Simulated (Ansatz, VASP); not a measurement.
# Cross-check of AgH3Pb between VASP and Ansatz, part 2 of 2

Aim: how closely do two programs agree when they are given the same cell, functional and k mesh? The cell is generated by rule, not measured, and may not be a known phase. Of the first pair: The cell is taken from a series of runs on this material, whose earlier steps may have relaxed, scaled, displaced or heated it; both programs get it as it stands.

VASP 6.6.1 and Ansatz 0.2.0.

So far: The structure; Ansatz: relaxation of cell and atoms, PBEsol, pair 1.

## Step 3: VASP: relaxation of cell and atoms, PBEsol, pair 1

Level of this step: PBEsol; plane waves and PAW (Ag, Pb_d, H); invented cell (VASP).

The same cell, functional, mesh and smearing now go to VASP, with its own data sets.

Lines of VASP's logs that name or quote its potential files are left out, and so is its time.

Input file INCAR:

```
SYSTEM = AgH3Pb
PREC = Accurate
ENCUT = 500
EDIFF = 1E-07
NELM = 120
ISMEAR = 0
SIGMA = 0.1
LREAL = .FALSE.
ALGO = Normal
GGA = PS
NBANDS = 20
LASPH = .TRUE.
LORBIT = 11
LWAVE = .FALSE.
LCHARG = .FALSE.
ISIF = 3
IBRION = 2
NSW = 80
EDIFFG = -0.005
GGA_COMPAT = .FALSE.
NELMIN = 4
KPAR = 2
```

Input file POSCAR:

```
AgH3Pb
1.0
    4.1369150000      0.0000000000      0.0000000000
    0.0000000000      4.1369150000      0.0000000000
    0.0000000000      0.0000000000      4.1369150000
Ag Pb H
1 1 3
Direct
    0.0000000000      0.0000000000      0.0000000000
    0.5000000000      0.5000000000      0.5000000000
    0.5000000000      0.5000000000      0.0000000000
    0.5000000000      0.0000000000      0.5000000000
    0.0000000000      0.5000000000      0.5000000000
```

Input file KPOINTS:

```
Automatic mesh
0
Gamma
8 8 8
0 0 0
```

Potentials, in the order of the species: Ag, Pb_d and H (PBE family, release 64).

Run with:

```console
mpirun -np 2 vasp_std
```

Numbers of over 12 decimals in the logs are rounded to 6 here.

What it wrote:

```text
[banner, memory and clock lines left out]
running    2 mpi-ranks, on    1 nodes
 distrk:  each k-point on    1 cores,    2 groups
 distr:  one band on    1 cores,    1 groups

 POSCAR found type information on POSCAR AgPbH
 POSCAR found :  3 types and       5 ions
|                                                                             |
|               ----> ADVICE to this user running VASP <----                  |
|                                                                             |
|     You enforced a specific xc type in the INCAR file but a different       |
|     [... a line on the potential file left out ...]
|     I HOPE YOU KNOW WHAT YOU ARE DOING!                                     |
|                                                                             |

 LDA part: xc-table for (Slater+PW92), standard interpolation
 POSCAR, INCAR and KPOINTS ok, starting setup
 FFT: planning ... GRIDC
 FFT: planning ... GRID_SOFT
 FFT: planning ... GRID
 WAVECAR not read
 entering main loop
       N       E                     dE             d eps       ncg     rms          rms(c)
DAV:   1     0.219214891555E+03    0.21921E+03   -0.13101E+04  1404   0.140E+03
DAV:   2    -0.519908140352E+00   -0.21973E+03   -0.21123E+03  1416   0.359E+02
DAV:   3    -0.139455366328E+02   -0.13426E+02   -0.13107E+02  1672   0.992E+01
DAV:   4    -0.143072846035E+02   -0.36175E+00   -0.36088E+00  1504   0.165E+01
DAV:   5    -0.143206229793E+02   -0.13338E-01   -0.13338E-01  1892   0.336E+00    0.423E+00
DAV:   6    -0.135998008222E+02    0.72082E+00   -0.20683E+00  1552   0.110E+01    0.261E+00
DAV:   7    -0.135312756690E+02    0.68525E-01   -0.34359E-01  1696   0.430E+00    0.829E-01
DAV:   8    -0.135245358533E+02    0.67398E-02   -0.22647E-02  1712   0.106E+00    0.273E-01
DAV:   9    -0.135248351156E+02   -0.29926E-03   -0.20592E-03  1556   0.399E-01    0.641E-02
DAV:  10    -0.135247858165E+02    0.49299E-04   -0.11844E-04  1612   0.716E-02    0.156E-02
DAV:  11    -0.135247873890E+02   -0.15725E-05   -0.17801E-05  1660   0.425E-02    0.721E-03
DAV:  12    -0.135247867255E+02    0.66357E-06   -0.66781E-07  1836   0.891E-03    0.328E-03
DAV:  13    -0.135247866823E+02    0.43142E-07   -0.25159E-07  1484   0.514E-03
   1 F= -.13524787E+02 E0= -.13520875E+02  d E =-.135248E+02
 curvature:   0.00 expect dE= 0.000E+00 dE for cont linesearch  0.000E+00
 trial: gam= 0.00000 g(F)=  0.000E+00 g(S)=  0.110E-03 ort = 0.000E+00 (trialstep = 0.100E+01)
 search vector abs. value=  0.110E-03
 bond charge predicted
       N       E                     dE             d eps       ncg     rms          rms(c)
DAV:   1    -0.135258948980E+02   -0.11082E-02   -0.25676E-02  1564   0.232E+00    0.195E-01
DAV:   2    -0.135249510263E+02    0.94387E-03   -0.28766E-03  1560   0.727E-01    0.599E-02
DAV:   3    -0.135248679431E+02    0.83083E-04   -0.30202E-04  1788   0.228E-01    0.308E-02
DAV:   4    -0.135248639823E+02    0.39608E-05   -0.22528E-05  2100   0.541E-02    0.887E-03
DAV:   5    -0.135248648151E+02   -0.83278E-06   -0.26664E-06  1504   0.147E-02    0.432E-03
DAV:   6    -0.135248652375E+02   -0.42244E-06   -0.92356E-07  1532   0.958E-03    0.116E-03
DAV:   7    -0.135248651723E+02    0.65214E-07   -0.13151E-07   776   0.458E-03
   2 F= -.13524865E+02 E0= -.13520943E+02  d E =-.784900E-04
 trial-energy change:   -0.000078  1 .order   -0.000079   -0.000110   -0.000048
 step:   1.9199(harm=  1.7826)  dis= 0.00000  next Energy=   -13.524887 (dE=-0.100E-03)
 bond charge predicted
       N       E                     dE             d eps       ncg     rms          rms(c)
DAV:   1    -0.135257574328E+02   -0.89220E-03   -0.21753E-02  1548   0.214E+00    0.179E-01
DAV:   2    -0.135249584632E+02    0.79897E-03   -0.24303E-03  1552   0.668E-01    0.552E-02
DAV:   3    -0.135248881585E+02    0.70305E-04   -0.25569E-04  1792   0.210E-01    0.283E-02
DAV:   4    -0.135248849828E+02    0.31757E-05   -0.19069E-05  2100   0.498E-02    0.816E-03
DAV:   5    -0.135248857703E+02   -0.78755E-06   -0.22413E-06  1492   0.135E-02    0.397E-03
DAV:   6    -0.135248861574E+02   -0.38706E-06   -0.77748E-07  1508   0.878E-03    0.106E-03
DAV:   7    -0.135248861003E+02    0.57076E-07   -0.11125E-07   752   0.422E-03
   3 F= -.13524886E+02 E0= -.13520955E+02  d E =-.994180E-04
 curvature:  -0.86 expect dE=-0.196E-06 dE for cont linesearch -0.196E-06
 trial: gam= 0.00000 g(F)=  0.136E-64 g(S)=  0.227E-06 ort =-0.500E-05 (trialstep = 0.118E+01)
 search vector abs. value=  0.227E-06
 reached required accuracy - stopping structural energy minimisation
```

OUTCAR, selected parts (step 3):

```text
ion  position               nearest neighbor table
   1  0.000  0.000  0.000-   2 3.58   2 3.58   2 3.58   2 3.58   2 3.58   2 3.58   2 3.58   2 3.58

  LATTYP: Found a simple cubic cell.
 ALAT       =     4.1369150000

 Subroutine GETGRP returns: Found 48 space group operations
 (whereof 48 operations were pure point group operations)

The static configuration has the point symmetry O_h .

 Found     35 irreducible k-points:

   k-points           NKPTS =     35   k-points in BZ     NKDIM =     35   number of bands    NBANDS=     20

   dimension x,y,z NGX =    30 NGY =   30 NGZ =   30
   dimension x,y,z NGXF=    60 NGYF=   60 NGZF=   60

   ENCUT  =  500.0 eV  36.75 Ry    6.06 a.u.   7.54  7.54  7.54*2*pi/ulx,y,z

   NELECT =      28.0000    total number of electrons

 k-points in reciprocal lattice and weights: Automatic mesh
   0.00000000  0.00000000  0.00000000       0.002
   0.12500000  0.00000000  0.00000000       0.012
   0.25000000  0.00000000  0.00000000       0.012
   0.37500000  0.00000000  0.00000000       0.012
   0.50000000  0.00000000  0.00000000       0.006
   0.12500000  0.12500000  0.00000000       0.023
   0.25000000  0.12500000  0.00000000       0.047
   0.37500000  0.12500000  0.00000000       0.047
   0.50000000  0.12500000  0.00000000       0.023
[...]
0.50000000  0.50000000  0.37500000       0.012
   0.50000000  0.50000000  0.50000000       0.002

 average (electrostatic) potential at core
       1 -73.9721       2 -92.5049       3 -31.8476       4 -31.8476       5 -31.8476

 E-fermi :   4.4002

 k-point     1 :       0.0000    0.0000    0.0000
  band No.  band energies     occupation
    ...
     10       0.7174      2.00000
     11       0.7174      2.00000
     12       3.4521      2.00000
     13       3.4521      2.00000
     14       4.3133      1.78057
     15       5.0718      0.00000
     16       5.0718      0.00000
     17       5.0718      0.00000
     18      10.6351      0.00000
     19      13.5334      0.00000
    ...

 k-point     2 :       0.1250    0.0000    0.0000
  band No.  band energies     occupation
    ...
     10       0.6833      2.00000
     11       0.7175      2.00000
     12       2.2471      2.00000
     13       3.4185      2.00000
     14       4.1151      1.99994
     15       5.2455      0.00000
     16       5.2455      0.00000
     17       6.8658      0.00000
     18       9.8441      0.00000
     19      12.9937      0.00000
    ...

 k-point     3 :       0.2500    0.0000    0.0000
  band No.  band energies     occupation
    ...
     10       0.6059      2.00000
     11       0.7178      2.00000
     12       1.1379      2.00000
     13       3.3342      2.00000
     14       4.3903      1.11051
     15       5.7179      0.00000
     16       5.7179      0.00000
     17       8.3852      0.00000
     18       9.1664      0.00000
     19      11.7479      0.00000
    ...

  Total        0.0028001      0.0028001      0.0028001      0.0000000     -0.0000000     -0.0000000
  in kB        0.0635841      0.0635841      0.0635841      0.0000000     -0.0000000     -0.0000000
  external PRESSURE =       0.0635841 kB  Pullay stress =       0.0000000 kB

  energy-cutoff  :      500.00
  volume of cell :       70.56
      direct lattice vectors                 reciprocal lattice vectors
     4.132186505 -0.000000000 -0.000000000     0.242002630  0.000000000 -0.000000000
    -0.000000000  4.132186505 -0.000000000     0.000000000  0.242002630 -0.000000000
     0.000000000  0.000000000  4.132186505     0.000000000  0.000000000  0.242002630

 POSITION                                       TOTAL-FORCE (eV/Angst)
 -----------------------------------------------------------------------------------
      0.00000      0.00000      0.00000         0.000000     -0.000000      0.000000
      2.06609      2.06609      2.06609        -0.000000      0.000000      0.000000
      2.06609      2.06609     -0.00000         0.000000     -0.000000      0.000000
      2.06609     -0.00000      2.06609         0.000000     -0.000000      0.000000
      0.00000      2.06609      2.06609         0.000000     -0.000000      0.000000
 -----------------------------------------------------------------------------------
    total drift:                                0.000000      0.000000      0.000000

  FREE ENERGIE OF THE ION-ELECTRON SYSTEM (eV)
  ---------------------------------------------------
  free  energy   TOTEN  =       -13.5248861003 eV

  energy  without entropy=      -13.5170237392  energy(sigma->0) =      -13.52095492

 reached required accuracy - stopping structural energy minimisation

 total charge
# of ion       s       p       d       tot
------------------------------------------
    1        0.315   0.061   9.297   9.673
    2        1.343   0.831   9.865  12.039
    3        0.469   0.009   0.000   0.478
    4        0.469   0.009   0.000   0.478
    5        0.469   0.009   0.000   0.478
--------------------------------------------------
tot          3.064   0.921  19.161  23.147

[... 3 further parts left out ...]
```

CONTCAR:

```
AgH3Pb
   1.00000000000000
     4.1321865054452100   -0.0000000000000000   -0.0000000000000000
    -0.0000000000000000    4.1321865054452100   -0.0000000000000000
     0.0000000000000000    0.0000000000000000    4.1321865054452100
  Ag              Pb              H
     1     1     3
Direct
     0.0000000000000000    0.0000000000000000    0.0000000000000000
     0.5000000000000000    0.5000000000000000    0.5000000000000000
     0.5000000000000000    0.5000000000000000    0.0000000000000000
     0.5000000000000000    0.0000000000000000    0.5000000000000000
     0.0000000000000000    0.5000000000000000    0.5000000000000000
```

## Step 4: Differences

Known differences besides the potentials themselves: the data sets hold 36 valence electrons in Ansatz (on its PAW soft_1 files) and 28 in VASP; the cutoff is 420 eV in Ansatz and 500 eV in VASP; Ansatz makes its cores anew for this functional, VASP keeps those of its PBE data sets; Ansatz adds a Pulay correction to the stress that steers its cell, VASP none. Total energies have different zeros and are not compared.

The two programs side by side:

| quantity | Ansatz | VASP | difference |
| --- | --- | --- | --- |
| volume (Å³) | 70.80 | 70.56 | +0.34 % |
| edge a after relaxation, in the typed setting (Å) | 4.137 | 4.132 | +0.11 % |

## Step 5: VASP: relaxation of cell and atoms, PBEsol, pair 2

The relaxed volume is the usual yardstick between codes: in a stiff, nearly cubic crystal its relative difference is about their pressure difference at one cell divided by the bulk modulus. Its start cell is another than that of the pair before, and may be another structure of the material.

INCAR is that of step 3.

Edit POSCAR of step 3 so:

```diff
@@ -2,5 +2,5 @@
 1.0
-    4.1369150000      0.0000000000      0.0000000000
-    0.0000000000      4.1369150000      0.0000000000
-    0.0000000000      0.0000000000      4.1369150000
+    4.1357346878      0.0000000000      0.0000000000
+    0.0000000000      4.1357346878      0.0000000000
+    0.0000000000      0.0000000000      4.1357346878
 Ag Pb H
```

KPOINTS is that of step 3.

Run with:

```console
mpirun -np 2 vasp_std
```

What it wrote:

```text
[banner, memory and clock lines left out]
running    2 mpi-ranks, on    1 nodes
[...]
[... a notice as in an earlier step ...]

 LDA part: xc-table for (Slater+PW92), standard interpolation
 POSCAR, INCAR and KPOINTS ok, starting setup
[...]
entering main loop
       N       E                     dE             d eps       ncg     rms          rms(c)
DAV:   1     0.218582989697E+03    0.21858E+03   -0.13120E+04  1404   0.141E+03
DAV:   2    -0.654459927438E+00   -0.21924E+03   -0.21089E+03  1412   0.358E+02
DAV:   3    -0.139485742098E+02   -0.13294E+02   -0.12995E+02  1676   0.988E+01
DAV:   4    -0.143073916392E+02   -0.35882E+00   -0.35795E+00  1504   0.164E+01
[...]
DAV:  11    -0.135248177418E+02   -0.15452E-05   -0.17915E-05  1660   0.427E-02    0.718E-03
DAV:  12    -0.135248170847E+02    0.65715E-06   -0.67029E-07  1852   0.889E-03    0.327E-03
DAV:  13    -0.135248170421E+02    0.42569E-07   -0.25101E-07  1488   0.514E-03
   1 F= -.13524817E+02 E0= -.13520900E+02  d E =-.135248E+02
[...]
N       E                     dE             d eps       ncg     rms          rms(c)
DAV:   1    -0.135254357403E+02   -0.61866E-03   -0.14353E-02  1560   0.174E+00    0.146E-01
DAV:   2    -0.135249073423E+02    0.52840E-03   -0.16065E-03  1560   0.543E-01    0.448E-02
DAV:   3    -0.135248611464E+02    0.46196E-04   -0.16904E-04  1788   0.171E-01    0.231E-02
DAV:   4    -0.135248593615E+02    0.17849E-05   -0.12622E-05  2108   0.405E-02    0.663E-03
DAV:   5    -0.135248600332E+02   -0.67169E-06   -0.14966E-06  1500   0.111E-02    0.324E-03
DAV:   6    -0.135248603393E+02   -0.30613E-06   -0.51862E-07  1496   0.719E-03    0.861E-04
DAV:   7    -0.135248602973E+02    0.42000E-07   -0.73825E-08   744   0.344E-03
   2 F= -.13524860E+02 E0= -.13520936E+02  d E =-.432552E-04
 trial-energy change:   -0.000043  1 .order   -0.000044   -0.000062   -0.000026
 step:   2.0324(harm=  1.7526)  dis= 0.00000  next Energy=   -13.524873 (dE=-0.561E-04)
 reached required accuracy - stopping structural energy minimisation
```

From OUTCAR (step 5):

```text
  Total       -0.0198125     -0.0198125     -0.0198125     -0.0000000     -0.0000000      0.0000000
  in kB       -0.4493367     -0.4493367     -0.4493367     -0.0000000     -0.0000000      0.0000000
  external PRESSURE =      -0.4493367 kB  Pullay stress =       0.0000000 kB

 POSITION                                       TOTAL-FORCE (eV/Angst)
 -----------------------------------------------------------------------------------
      0.00000      0.00000      0.00000         0.000000      0.000000      0.000000
      2.06695      2.06695      2.06695         0.000000     -0.000000      0.000000
      2.06695      2.06695      0.00000        -0.000000      0.000000      0.000000
      2.06695     -0.00000      2.06695        -0.000000      0.000000      0.000000
     -0.00000      2.06695      2.06695        -0.000000      0.000000      0.000000
 -----------------------------------------------------------------------------------
    total drift:                                0.000000      0.000000      0.000000

  FREE ENERGIE OF THE ION-ELECTRON SYSTEM (eV)
  ---------------------------------------------------
  free  energy   TOTEN  =       -13.5248602973 eV

  energy  without entropy=      -13.5170108100  energy(sigma->0) =      -13.52093555

[... 2 parts as in an earlier step ...]

[... 2 further parts left out ...]
[key lines of the parts left out:]
E-fermi :   4.3879
```

## Step 6: Ansatz: relaxation of cell and atoms, PBEsol, pair 2

Its own start cell and the same functional, mesh and smearing now go to Ansatz, which takes its cutoff from its data sets.

The two relaxations start from unlike cells of this crystal, so only their ends are compared.

Input file input.yaml:

```yaml
crystal:
  lattice:
    - [4.9784, 0.0, 0.0]
    - [0.0, 4.9784, 0.0]
    - [0.0, 0.0, 4.9784]
  atoms:
    - { symbol: Ag, position: [0.0, 0.0, 0.0] }
    - { symbol: Pb, position: [0.5, 0.5, 0.5] }
    - { symbol: H, position: [0.5, 0.5, 0.0] }
    - { symbol: H, position: [0.5, 0.0, 0.5] }
    - { symbol: H, position: [0.0, 0.5, 0.5] }
kpoints:
  mp_grid: { grid: [8, 8, 8] }
hamiltonian:
  xc: pbesol
  pseudopotentials: { kind: paw, azcp: { folder: soft_1 }, xc_functional: pbe }
scf:
  occupations: { method: gaussian, width: 0.1 }
output:
  forces: true
  stress: true
  eigenvalues: true
relax:
  adjacent_minimum: "off"
  f_tol: 0.005
  max_steps: 80
  cell: { stress_tol: 0.05 }
```

Run with:

```console
ansatz run input.yaml --threads 4 --pin off --max-ram 16384MiB --backend cpu --events-out ev --progress --plain --runs-dir out
```

What it wrote:

```text
[...]
Crystal: 5 atoms, lattice volume = 123.387 Å³
Basis set: ecut = 420 eV, 2469 PW (Γ), exchange–correlation on 72×72×72 points (8 copies of the dense FFT grid, shifted against one another)
Bands: 23, of which v1, the nominal top of the filled ones, is band 18 counted from 1 (17 counted from 0)
Symmetry: 48 space group operations
[...]
k-points: 35 of 512
[...]
--- Relaxed structure (8 steps of the walk, 8 accepted, 2 SCFs on fresh bases) ---
[...]
cell:  # Å, volume = 70.7994 Å³
    - [4.136915, 0, 0]
    - [0, 4.136915, 0]
    - [0, 0, 4.136915]
  atoms:
    - { symbol: Ag, position: [0, 0, 0] }
    - { symbol: Pb, position: [0.500000, 0.500000, 0.500000] }
    - { symbol: H, position: [0.500000, 0.500000, 0] }
    - { symbol: H, position: [0.500000, 0, 0.500000] }
    - { symbol: H, position: [0, 0.500000, 0.500000] }
[key lines of the parts left out:]
SCF converged after 4 iterations
Free energy (F): -19322.736641 eV
Fermi energy:    8.254419 eV
P = ⅓ Tr σ = -0.0020 GPa (-0.020 kbar)
```

## Step 7: Comparison

What differs besides the data sets and the points named for the pairs above, as far as they apply: the data sets hold 36 valence electrons in Ansatz (on its PAW soft_1 files) and 28 in VASP. Total energies have different zeros and are not compared.

The two programs side by side:

| quantity | Ansatz | VASP | difference |
| --- | --- | --- | --- |
| volume (Å³) | 70.80 | 70.64 | +0.22 % |
| edge a after relaxation, in the typed setting (Å) | 4.137 | 4.134 | +0.07 % |

## Step 8: Outcome

| Item | Value |
| --- | --- |
| difference in volume (relaxation of cell and atoms, PBEsol, pair 1) | 0.34 % |
| difference in volume (relaxation of cell and atoms, PBEsol, pair 2) | 0.22 % |

In words: The difference in volume is 0.34 % (relaxation of cell and atoms, PBEsol, pair 1), within the 1.2 % picked in this series as the mark of a large difference, as far as the stopping tolerances let one tell. The data sets hold unlike numbers of valence electrons (36 in Ansatz and 28 in VASP), so part of the differences comes from the potentials. How closely two codes agree says nothing of how well the functional describes the real material.

[Lines on the potential files, build, host, timing and source positions are cut from VASP's logs without a mark.]

[Logs are printed without paths, hosts, clocks, repeated set-up lines and the standing remarks that a program may print on its own settings, such as how far it seeks lower states.]

[Hosts, paths, dates, database ids (printed as entryN), source tags and the programs' standing remarks are cut or masked in the printed files.]
